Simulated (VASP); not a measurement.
# Si2B3Te in VASP: further runs, part 2 of 2

VASP 6.6.1. The steps go on from the part before.

### Step 3. Single point, PBE

Contents of INCAR:

```
SYSTEM = Si2B3Te
ALGO = Fast
DIPOL = 0.5 0.5 0.294
EDIFF = 1E-6
ENCUT = 520
GGA = PE
IDIPOL = 3
ISIF = 2
ISMEAR = 0
LASPH = .True.
LCHARG = .True.
LDIPOL = .True.
LELF = .True.
LREAL = .False.
LVACPOTAV = .True.
LVHAR = .True.
LWAVE = .False.
NBANDS = 20
NELM = 100
PREC = Accurate
SIGMA = 0.1
```

Contents of KPOINTS:

```
k-points
0
Gamma
  6 6 1
  0 0 0
```

Contents of POSCAR:

```
Si2B3Te
1.0
    6.5016584474      0.0000000000      0.0000000000
   -3.2508292237      5.6306013821      0.0000000000
    0.0000000000      0.0000000000     23.8000000000
Si B Te
2 3 1
Direct
    0.3333333333      0.6666666667      0.2941176471
    0.6666666667      0.3333333333      0.2941176471
    0.5000000000      0.0000000000      0.2941176471
    0.0000000000      0.5000000000      0.2941176471
    0.5000000000      0.5000000000      0.2941176471
    0.0000000000      0.0000000000      0.2941176471
```

Potentials or basis: VASP PAW PBE potentials, release 64 (Si, B, Te).

Run with:

```console
$ cat potpaw_PBE.64/Si/POTCAR potpaw_PBE.64/B/POTCAR potpaw_PBE.64/Te/POTCAR > POTCAR
$ mpirun -np 1 vasp_std > vasp.out
```

OUTCAR:

```text
SYSTEM = Si2B3Te
   EDIFF = 1E-6
   ENCUT = 520
   GGA = PE
   ISIF = 2
   ISMEAR = 0
   LASPH = .True.
   LREAL = .False.
   NELM = 100
   PREC = Accurate

 ion  position               nearest neighbor table
   1  0.333  0.667  0.294-   3 1.88   4 1.88   5 1.88
   2  0.667  0.333  0.294-   3 1.88   4 1.88   5 1.88
   3  0.500  0.000  0.294-   1 1.88   2 1.88
   4  0.000  0.500  0.294-   1 1.88   2 1.88
   5  0.500  0.500  0.294-   1 1.88   2 1.88
   6  0.000  0.000  0.294-

  LATTYP: Found a hexagonal cell.
 ALAT       =     6.5016584474
 C/A-ratio  =     3.6606044739

  Lattice vectors:

 A1 = (   6.5016584474,   0.0000000000,   0.0000000000)
 A2 = (  -3.2508292237,   5.6306013821,   0.0000000000)
 A3 = (   0.0000000000,   0.0000000000,  23.8000000000)

Analysis of symmetry for initial positions (statically):
=====================================================================
 Subroutine PRICEL returns:
 Original cell was already a primitive cell.

 Routine SETGRP: Setting up the symmetry group for a
 hexagonal supercell.

 Subroutine GETGRP returns: Found 24 space group operations
 (whereof 12 operations were pure point group operations)
 out of a pool of 24 trial point group operations.

The static configuration has the point symmetry C_6v.
 The point group associated with its full space group is D_6h.

Analysis of symmetry for dynamics (positions and initial velocities):
=====================================================================
 Subroutine PRICEL returns:
 Original cell was already a primitive cell.

[... 118 lines left out ...]
     AMIX_MAG =   1.60;   BMIX_MAG =  1.00
  volume/ion in A,a.u.               =     145.21       979.94
  Fermi-wavevector in a.u.,A,eV,Ry     =   0.487452  0.921151  3.232877  0.237610
  Thomas-Fermi vector in A             =   1.488744
   LORBIT       =      0    0 simple, 1 ext, 2 COOP (PROOUT), +10 PAW based schemes
   GGA     = PE    functional components
   LHFCALC =     F    Hartree Fock is set to
   AEXX    =    0.0000 exact exchange contribution
   IVDW    =     0    specifies the selected vdW correction
   LEPSILON=     F    determine dielectric tensor
   LRPA    =     F    only Hartree local field effects (RPA)
 non-spin polarized calculation
 RMM-DIIS sequential band-by-band and
 Gauss-broadening in eV      SIGMA  =   0.10
  energy-cutoff  :      520.00
  volume of cell :      871.28
 maximum number of plane-waves:     23489
   NGX = 25   NGY = 25   NGZ = 89

 dipolmoment           0.000000      0.000000     -0.000004 electrons x Angstroem

 number of electron      23.0000000 magnetization

 dipolmoment           0.000000      0.000000      0.000007 electrons x Angstroem

 Free energy of the ion-electron system (eV)
  ---------------------------------------------------
  ext. energy  EPLUGINS =         0.00000000
  ---------------------------------------------------
  free energy    TOTEN  =       -26.14257012 eV

  energy without entropy =      -26.11816964  energy(sigma->0) =      -26.13036988

 E-fermi :  -4.3054     XC(G=0):  -1.7363

 val. band max:       -4.4243399237   @ k =   0.1667   0.1667   0.0000
 cond. band min:      -4.3022430023   @ k =   0.5000   0.0000   0.0000
 fundamental gap:      0.1220969214
 Fermi energy:        -4.3053570921

 k-point     1 :       0.0000    0.0000    0.0000
  band No.  band energies     occupation
      1     -14.8166      2.00000
      2     -13.0720      2.00000
      3     -12.1605      2.00000
      4     -10.4781      2.00000
      5     -10.4781      2.00000
      6      -7.9598      2.00000
[... 150 lines left out ...]
     19       1.3698      0.00000
     20       1.3698      0.00000

------------------------ aborting loop because EDIFF is reached ----------------------------------------

  FORCE on cell =-STRESS in cart. coord.  units (eV):
  Direction    XX          YY          ZZ          XY          YZ          ZX
  --------------------------------------------------------------------------------------
  -------------------------------------------------------------------------------------
  Total       -0.0929343     -0.0929343     -0.0146887      0.0000000      0.0000000      0.0000000
  in kB       -0.1708956     -0.1708956     -0.0270109      0.0000000      0.0000000      0.0000000
  external PRESSURE =      -0.1229340 kB  Pullay stress =       0.0000000 kB

 VOLUME and BASIS-vectors are now :
 -----------------------------------------------------------------------------
  energy-cutoff  :      520.00
  volume of cell :      871.28
      direct lattice vectors                 reciprocal lattice vectors
     6.501658447  0.000000000  0.000000000     0.153806911  0.088800461  0.000000000
    -3.250829224  5.630601382  0.000000000     0.000000000  0.177600923  0.000000000
     0.000000000  0.000000000 23.800000000     0.000000000  0.000000000  0.042016807

 POSITION                                       TOTAL-FORCE (eV/Angst)
 -----------------------------------------------------------------------------------
     -0.00000      3.75373      7.00000        -0.000000      0.000000     -0.000000
      3.25083      1.87687      7.00000         0.000000     -0.000000     -0.000000
      3.25083      0.00000      7.00000        -0.000000     -0.000000     -0.000000
     -1.62541      2.81530      7.00000        -0.000000     -0.000000      0.000000
      1.62541      2.81530      7.00000         0.000000     -0.000000      0.000000
      0.00000      0.00000      7.00000         0.000000     -0.000000      0.000000
 -----------------------------------------------------------------------------------
    total drift:                               -0.000000     -0.000000      0.000027

  FREE ENERGIE OF THE ION-ELECTRON SYSTEM (eV)
  ---------------------------------------------------
  free  energy   TOTEN  =       -26.1425701216 eV

  energy  without entropy=      -26.1181696438  energy(sigma->0) =      -26.13036988

 vacuum level on the upper side and lower side of the slab         1.205         1.205
```

OSZICAR:

```text
N       E                     dE             d eps       ncg     rms          rms(c)
DAV:   1     0.151287960920E+03    0.15129E+03   -0.56454E+03   280   0.696E+02
DAV:   2    -0.245797293690E+01   -0.15375E+03   -0.14948E+03   456   0.128E+02
DAV:   3    -0.283994410306E+02   -0.25941E+02   -0.25561E+02   356   0.595E+01
[... 18 lines left out ...]
RMM:  22    -0.261425404440E+02   -0.27776E-04   -0.43652E-06   292   0.940E-03    0.589E-03
RMM:  23    -0.261425636527E+02   -0.23209E-04   -0.18076E-06   237   0.546E-03    0.126E-03
RMM:  24    -0.261425647662E+02   -0.11136E-05   -0.22308E-07   197   0.229E-03    0.123E-03
RMM:  25    -0.261425694555E+02   -0.46892E-05   -0.22161E-07   159   0.176E-03    0.412E-04
RMM:  26    -0.261425701216E+02   -0.66610E-06   -0.28409E-08   120   0.122E-03
   1 F= -.26142570E+02 E0= -.26130370E+02  d E =-.244005E-01
```

It took 9.7 min on 1 thread of Intel Xeon Platinum 8375C at 2.90GHz (Ice Lake), shared host; peak memory 0.87 GiB.

Results:

| Item | Value |
| --- | --- |
| Free energy | -26.1426 eV |
| Band gap on the k mesh | none (metal or under the smearing width) |
| Work function of the upper face | 5.51 eV |
| Work function of the lower face | 5.51 eV |

Levels at points of the mesh, in eV from the Fermi level:
```
           k point  band 9  band 10  band 11  band 12  band 13  band 14
(0.00, 0.00, 0.00)   -0.93    -0.93     0.09     1.27     1.27     1.49
(0.50, 0.00, 0.00)   -1.41    -1.01    -0.18     0.00     0.34     1.19
```

Spin-orbit coupling is left out, which matters for the levels of Te.

### Step 4. Single point, PBE

This run uses another cell than the first one, of 93.44 Å³/atom, 0.643 times its volume.

Contents of INCAR:

```
SYSTEM = Si2B3Te
PREC = Accurate ; ENCUT = 520
EDIFF = 1E-7 ; ISMEAR = 0
SIGMA = 0.1 ; LREAL = .FALSE.
LASPH = .TRUE. ; NELM = 100
ALGO = Normal ; ISIF = 2
LWAVE = .FALSE. ; LCHARG = .FALSE.
LDIPOL = .TRUE. ; IDIPOL = 3
DIPOL = 0.5 0.5 0.500 ; GGA = PE
NBANDS = 20
```

Contents of KPOINTS:

```
regular mesh
0
G
  3 3 1
  0 0 0
```

Contents of POSCAR:

```
Si2B3Te
1.0
    6.8001360000      0.0000000000      0.0000000000
   -3.4000680000      5.8890900000      0.0000000000
    0.0000000000      0.0000000000     14.0000000000
Si B Te
2 3 1
Direct
    0.3333333300      0.6666666700      0.5000000000
    0.6666666700      0.3333333300      0.5000000000
    0.5000000000      0.0000000000      0.5000000000
    0.0000000000      0.5000000000      0.5000000000
    0.5000000000      0.5000000000      0.5000000000
    0.0000000000      0.0000000000      0.5000000000
```

Run with:

```console
$ cat potpaw_PBE.64/Si/POTCAR potpaw_PBE.64/B/POTCAR potpaw_PBE.64/Te/POTCAR > POTCAR
$ mpirun -np 1 vasp_std > vasp.out
```

Wall time 3.2 min (1 thread of Intel Xeon Platinum 8375C at 2.90GHz (Ice Lake), shared host); peak memory 0.63 GiB.

It converged, with:

* Free energy: -25.7491 eV
* Band gap on the k mesh: none (metal or under the smearing width)

Levels at points of the mesh, in eV from the Fermi level:
| k point | band 9 | band 10 | band 11 | band 12 | band 13 | band 14 |
| --- | --- | --- | --- | --- | --- | --- |
| (0.00, 0.00, 0.00) | -1.00 | -1.00 | 0.00 | 1.19 | 1.19 | 1.27 |

Spin-orbit coupling is left out, which matters for the levels of Te.
